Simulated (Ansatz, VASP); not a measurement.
# Na2MgCl4 (Na2MgCl4 (Pbam)): VASP beside Ansatz

Aim: how closely do two programs agree when they are given the same cell, functional and k mesh? The cell is taken from a series of runs on this material, whose earlier steps may have relaxed, scaled, displaced or heated it; both programs get it as it stands.

Program: Ansatz 0.2.0. Level of theory: plane waves, with VASP 6.6.1 beside it; relaxation of cell and atoms at PBEsol. Results are calculated unless marked as measured.

## (1) The starting structure

Symmetry: Pbam, No. 55, orthorhombic system. The conventional cell has a = 6.888 Å, b = 11.803 Å, c = 3.799 Å, α = 90.00°, β = 90.00°, γ = 90.00°. Na has 7 Cl at 2.77 to 3.41 Å nearest. Mg has 6 Cl at 2.46 to 2.56 Å nearest. Cl has 1 Mg at 2.46 Å and 4 Na at 2.77 to 2.79 Å nearest. Nearest to Cl lie 2 Mg at 2.56 Å and 3 Na at 2.89 to 3.41 Å. Farther neighbours and most contacts between anions are not listed.

Coordinates:

```cif
data_structure
_symmetry_space_group_name_H-M 'P 1'
_symmetry_Int_Tables_number 1
_cell_length_a 6.8884
_cell_length_b 11.8034
_cell_length_c 3.7993
_cell_angle_alpha 90.000
_cell_angle_beta 90.000
_cell_angle_gamma 90.000
_cell_volume 308.91
loop_
_atom_site_label
_atom_site_type_symbol
_atom_site_fract_x
_atom_site_fract_y
_atom_site_fract_z
_atom_site_occupancy
Na1 Na 0.08534 0.68152 0.50000 1
Na2 Na 0.91466 0.31848 0.50000 1
Na3 Na 0.41466 0.18152 0.50000 1
Na4 Na 0.58534 0.81848 0.50000 1
Mg5 Mg 0.50000 0.50000 0.00000 1
Mg6 Mg 0.00000 0.00000 0.00000 1
Cl7 Cl 0.12010 0.19657 0.00000 1
Cl8 Cl 0.87990 0.80343 0.00000 1
Cl9 Cl 0.62010 0.30343 0.00000 1
Cl10 Cl 0.37990 0.69657 0.00000 1
Cl11 Cl 0.23785 0.95633 0.50000 1
Cl12 Cl 0.76215 0.04367 0.50000 1
Cl13 Cl 0.73785 0.54367 0.50000 1
Cl14 Cl 0.26215 0.45633 0.50000 1
```

## (2) Ansatz: relaxation of cell and atoms, PBEsol

Ansatz runs on its PAW soft_1 files.

The relaxed volume is the usual yardstick between codes: in a stiff, nearly cubic crystal its relative difference is about their pressure difference at one cell divided by the bulk modulus.

Input file input.yaml:

```yaml
crystal:
  lattice:
    - [6.8883717, 0.0, 0.0]
    - [0.0, 11.8034076, 0.0]
    - [0.0, 0.0, 3.7993143]
  atoms:
    - { symbol: Na, position: [0.08534491, 0.68151709, 0.5] }
    - { symbol: Na, position: [0.91465509, 0.31848291, 0.5] }
    - { symbol: Na, position: [0.41465509, 0.18151709, 0.5] }
    - { symbol: Na, position: [0.58534491, 0.81848291, 0.5] }
    - { symbol: Mg, position: [0.5, 0.5, 0.0] }
    - { symbol: Mg, position: [0.0, 0.0, 0.0] }
    - { symbol: Cl, position: [0.12010104, 0.19656977, 0.0] }
    - { symbol: Cl, position: [0.87989896, 0.80343023, 0.0] }
    - { symbol: Cl, position: [0.62010104, 0.30343023, 0.0] }
    - { symbol: Cl, position: [0.37989896, 0.69656977, 0.0] }
    - { symbol: Cl, position: [0.23784819, 0.95633008, 0.5] }
    - { symbol: Cl, position: [0.76215181, 0.04366992, 0.5] }
    - { symbol: Cl, position: [0.73784819, 0.54366992, 0.5] }
    - { symbol: Cl, position: [0.26215181, 0.45633008, 0.5] }
basis:
  ecutwfc: 420
  xc_grid: 2
hamiltonian:
  xc: pbesol
  pseudopotentials: { kind: paw, azcp: { folder: soft_1 }, xc_functional: pbe }
kpoints:
  mp_grid: { grid: [4, 3, 7] }
scf:
  occupations: { method: fixed }
  max_iter: 100
relax:
  f_tol: 0.005
  max_steps: 60
  cell: {}
output:
  forces: true
  stress: true
checkpoint:
  write: "../cell.run"
  compress: false
  write_wavefunctions: false
  write_every: 100000
```

The run is started by

```bash
$ ansatz run input.yaml --threads 8 --pin off --max-ram 17899MiB --backend cpu --events-out ev --progress --plain --runs-dir out
```

Numbers of over 12 decimals in the logs are rounded to 6 here.

The program printed:

```text
Engine: ansatz 0.2.0, aarch64-unknown-linux-gnu
Pseudopotentials: kind: paw
Pseudopotential: Na, paw, valence charge 9, recommended cutoff 420 eV (normal), soft_1/Na.paw.azcp
Pseudopotential: Mg, paw, valence charge 10, recommended cutoff 420 eV (normal), soft_1/Mg.paw.azcp
Pseudopotential: Cl, paw, valence charge 7, recommended cutoff 420 eV (normal), soft_1/Cl.paw.azcp
Functional definition: PBEsol
  exchange = pbesol_x
  correlation = pbesol_c
Crystal: 14 atoms, lattice volume = 308.908 Å³
Basis set: ecut = 420 eV, 6037 PW (Γ), exchange–correlation on 96×160×54 points (8 copies of the dense FFT grid, shifted against one another)
Bands: 70, of which v1, the nominal top of the filled ones, is band 56 counted from 1 (55 counted from 0)
Symmetry: 8 space group operations
Space group: Pbam (ITA 55), of the structure as read, at distance tolerance 6.8e-5 Å
k-points: 24 of 84
Non-local potential: Na, projectors of the file, l = 0: 3, l = 1: 2, l = 2: 1
Non-local potential: Mg, projectors of the file, l = 0: 3, l = 1: 2, l = 2: 1
Non-local potential: Cl, projectors of the file, l = 0: 2, l = 1: 2, l = 2: 1
PAW form: soft (Blöchl's): semilocal exchange-correlation on the pseudo side does not see the compensation charge
PAW frozen core: Na, regenerated for the run's functional, and the local potential with it (the file was generated under x = pbe(κ = 0.804, μ = 0.219515), c = pbe(β = 0.066725))
PAW frozen core: Mg, regenerated for the run's functional, and the local potential with it (the file was generated under x = pbe(κ = 0.804, μ = 0.219515), c = pbe(β = 0.066725))
PAW frozen core: Cl, regenerated for the run's functional, and the local potential with it (the file was generated under x = pbe(κ = 0.804, μ = 0.219515), c = pbe(β = 0.066725))
PAW one-centre angular grid: Na, 110 points (default); XC on 64 Gauss nodes
PAW one-centre angular grid: Mg, 110 points (default); XC on 64 Gauss nodes
PAW one-centre angular grid: Cl, 110 points (default); XC on 64 Gauss nodes
Initial density: superposition of atomic densities (chi_scale 0.1, normalization cell, long waves kept (reshape's long-wave potential 0.03 eV rms))
Initial wavefunctions: pseudopotential atomic-orbital guess
Functional: x = pbesol(κ = 0.804, μ = 0.123457), c = pbesol(β = 0.046)
SCF iter   1: F=—  HF=-18245.098611 eV  |F-HF|=—  |Δ(HF+E_count)|=         —  Δρ=6.55e-2  dr2=1.10e1  ethr=3.10e-3  ⟨swp⟩=5.3  Hψ=6146  notcnv=0  defer=227
preconditioner: auto → Resta (q_TF=auto, 2.304 Å⁻¹)  ε∞=3.1  [insulator: Δε(μ)=3.915 eV  Ē_g=11.615 eV  n_scr=66 (ndim 8)  ℏωp=16.9 eV  f_vac=0.019  ε∞_Penn≈3.1]
SCF iter   2: F=—  HF=-18240.618037 eV  |F-HF|=—  |Δ(HF+E_count)|=    4.48e0  Δρ=2.38e-2  dr2=2.14e0  ethr=3.10e-3  ⟨swp⟩=3.0  Hψ=3409  notcnv=0  defer=260
SCF iter   3: F=—  HF=-18239.779286 eV  |F-HF|=—  |Δ(HF+E_count)|=   8.39e-1  Δρ=6.57e-3  dr2=2.32e-1  ethr=1.91e-3  ⟨swp⟩=3.0  Hψ=2747  notcnv=0  defer=216
automatic band count: iteration 3 solves 67 bands in place of 70: the levels show a gap, and the empty bands left out lie too high to hold charge; the band table lists the bands solved (type scf.n_extra_bands for more)
SCF iter   4: F=—  HF=-18239.702783 eV  |F-HF|=—  |Δ(HF+E_count)|=   7.65e-2  Δρ=1.19e-3  dr2=6.75e-3  ethr=2.07e-4  ⟨swp⟩=4.5  Hψ=2989  notcnv=0  defer=213
SCF iter   5: F=—  HF=-18239.706585 eV  |F-HF|=—  |Δ(HF+E_count)|=   3.80e-3  Δρ=4.08e-4  dr2=5.69e-4  ethr=6.03e-6  ⟨swp⟩=3.5  Hψ=2687  notcnv=0  defer=216
SCF iter   6: F=—  HF=-18239.706896 eV  |F-HF|=—  |Δ(HF+E_count)|=   3.11e-4  Δρ=1.11e-4  dr2=6.06e-5  ethr=5.08e-7  ⟨swp⟩=2.0  Hψ=2719  notcnv=0  defer=216
SCF iter   7: F=—  HF=-18239.706909 eV  |F-HF|=—  |Δ(HF+E_count)|=   1.33e-5  Δρ=3.42e-5  dr2=6.37e-6  ethr=5.41e-8  ⟨swp⟩=2.0  Hψ=2371  notcnv=0  defer=216
SCF iter   8: F=—  HF=-18239.706920 eV  |F-HF|=—  |Δ(HF+E_count)|=   1.08e-5  Δρ=9.84e-6  dr2=4.06e-7  ethr=5.68e-9  ⟨swp⟩=2.0  Hψ=2185  notcnv=0  defer=216
SCF iter   9: F=-18239.706921 eV  HF=-18239.706921 eV  |F-HF|=2.29e-8  |Δ(HF+E_count)|=   1.16e-6  Δρ=2.70e-6  dr2=3.37e-8  ethr=8.93e-11  ⟨swp⟩=5.0  Hψ=6305  notcnv=0
SCF 1 converged in 9 iterations: F = -18239.706921 eV  dr2 = 3.37e-8
  greatest PAW one-centre occupation: 1.000 electrons in one spin orbital (limit 2), on the Mg atom at site 5 (counted from 0), in its partial waves of l = 0
relax step   1: F+E_penalty+E_count = -18239.70692106 eV  Δ(F+E_penalty+E_count) = +0.000e0 eV  max|allowed force component| = 6.455e-2 eV/Å  Δτ_max = 0.0000 Å  P = -0.207 GPa  Ω = 308.908 Å³  (9 SCF iters, dr2 threshold 1.00e-7 eV, accepted)
[...]
relax step   2: F+E_penalty+E_count = -18239.70925131 eV  Δ(F+E_penalty+E_count) = -2.330e-3 eV  max|allowed force component| = 1.582e-2 eV/Å  Δτ_max = 0.0149 Å  P = -0.043 GPa  Ω = 308.079 Å³  energy of the carried Pulay correction = +3.088e-5 eV  (5 SCF iters, dr2 threshold 2.60e-7 eV, accepted)
[...]
relax step   3: F+E_penalty+E_count = -18239.70966069 eV  Δ(F+E_penalty+E_count) = -4.094e-4 eV  max|allowed force component| = 4.220e-3 eV/Å  Δτ_max = 0.0053 Å  P = +0.007 GPa  Ω = 307.597 Å³  energy of the carried Pulay correction = +4.884e-5 eV  (5 SCF iters, dr2 threshold 1.67e-8 eV, accepted)
[...]
relax step   4: F+E_penalty+E_count = -18239.70961258 eV  Δ(F+E_penalty+E_count) = +4.811e-5 eV  max|allowed force component| = 4.218e-3 eV/Å  Δτ_max = 0.0000 Å  P = +0.007 GPa  Ω = 307.597 Å³  stress off target by 3.23e-2 GPa  SCF on the basis re-selected at this cell (its energy is not comparable with the rows above)  (5 SCF iters)
basis re-selected at this cell: Δ(F+E_penalty+E_count) = +4.811e-5 eV, ΔP = -0.000 GPa vs the last step (what re-selecting the basis moved, of the pressure what is left beyond the Pulay correction that the steps carried, after the strain that the cell walked since its last selection, with what the two solves' SCF thresholds leave and, on support functions, any second-order correction that the steps lacked; it is no m [...]
SCF converged after 5 iterations
Free energy (F): -18239.709613 eV
Harris-Foulkes:  -18239.709613 eV  (|F-HF|=2.55e-11)
Internal energy: -18239.709613 eV  (E = F + TS)
E sigma→0 (E₀):  -18239.709613 eV
Fermi energy:    1.788083 eV
--- Per-component energies (eV) ---
  E_band       = -1730.184108
  E_kinetic    = 1821.838089
  E_local      = -11430.476182  (includes V_loc(G=0)·N_el)
  E_nonlocal   = 1758.884944
  E_hartree    = 3907.350465
  E_xc         = -1054.251847
  E_vxc        = -1191.375386  (∫ρ·V_xc dr)
  E_paw        = -6848.468283  (= ΣΔE_a)
  E_vpaw       = -503.757054  (= ΣTr[D̂ρ^β])
  E_aug_tail   = 0.000703  (compensation charges beyond the density's cutoff)
  E_ewald      = -6395.551460
  E_core_change = 0.963958  (= ΣΔE_core)
  E_smearing   = -0.000000  (= −TS)
  E_closure    = 0.000000  (closes the sum)
  Σ components = -18239.709613   (vs F -18239.709613, Δ=0.00e0)
--- Forces (eV/Å), atoms counted from 1 ---
  atom   1  Na     0.00211274    -0.00039281     0.00000000
  atom   2  Na    -0.00211274     0.00039281    -0.00000000
  atom   3  Na    -0.00211274    -0.00039281    -0.00000000
  atom   4  Na     0.00211274     0.00039281     0.00000000
  atom   5  Mg     0.00000000     0.00000000     0.00000000
  atom   6  Mg    -0.00000000    -0.00000000    -0.00000000
  atom   7  Cl     0.00421828     0.00104359    -0.00000000
  atom   8  Cl    -0.00421828    -0.00104359     0.00000000
  atom   9  Cl     0.00421828    -0.00104359    -0.00000000
  atom  10  Cl    -0.00421828     0.00104359     0.00000000
  atom  11  Cl     0.00124127    -0.00420347     0.00000000
  atom  12  Cl    -0.00124127     0.00420347    -0.00000000
  atom  13  Cl     0.00124127     0.00420347     0.00000000
  atom  14  Cl    -0.00124127    -0.00420347    -0.00000000
  max |Σ_I F_I| component: 2.17e-19 eV/Å
--- Stress (GPa, compression-positive) ---
       -0.002214       0.000000       0.000000
        0.000000       0.032291      -0.000000
        0.000000      -0.000000      -0.008429
  P = ⅓ Tr σ = 0.0072 GPa (0.072 kbar)
--- Relaxed structure (3 steps of the walk, 3 accepted, 1 SCFs on fresh bases) ---
  F+E_penalty+E_count = -18239.70961258 eV   max|allowed force component| = 4.218e-3 eV/Å   (the final SCF, on the basis selected at the relaxed cell)
  cell:  # Å, volume = 307.5970 Å³
    - [6.879703, 0.0, 0.0]
    - [0.0, 11.789682, 0.0]
    - [0.0, 0.0, 3.792367]
  atoms:
    - { symbol: Na, position: [0.085881, 0.680903, 0.500000] }
    - { symbol: Na, position: [0.914119, 0.319097, 0.500000] }
    - { symbol: Na, position: [0.414119, 0.180903, 0.500000] }
    - { symbol: Na, position: [0.585881, 0.819097, 0.500000] }
    - { symbol: Mg, position: [0.5, 0.500000, 0.0] }
    - { symbol: Mg, position: [0, 0, 0.0] }
    - { symbol: Cl, position: [0.120540, 0.196303, 0.0] }
    - { symbol: Cl, position: [0.879460, 0.803697, 0.0] }
    - { symbol: Cl, position: [0.620540, 0.303697, 0.0] }
    - { symbol: Cl, position: [0.379460, 0.696303, 0.0] }
    - { symbol: Cl, position: [0.236306, 0.955987, 0.500000] }
    - { symbol: Cl, position: [0.763694, 0.044013, 0.500000] }
    - { symbol: Cl, position: [0.736306, 0.544013, 0.500000] }
    - { symbol: Cl, position: [0.263694, 0.455987, 0.500000] }
```

In the SCF lines HF is the Harris–Foulkes energy and dr2 the Hartree energy of the density residual, in eV; the loop may stop once dr2 is under the threshold and the program's other checks hold. Hψ counts applications of the Hamiltonian.

(Continued in part 2 of 2.)

[Lines on the potential files, build, host, timing and source positions are cut from VASP's logs without a mark.]

[Logs are printed without paths, hosts, clocks, repeated set-up lines and the standing remarks that a program may print on its own settings, such as how far it seeks lower states.]

[Hosts, paths, dates, database ids (printed as entryN), source tags and the programs' standing remarks are cut or masked in the printed files.]
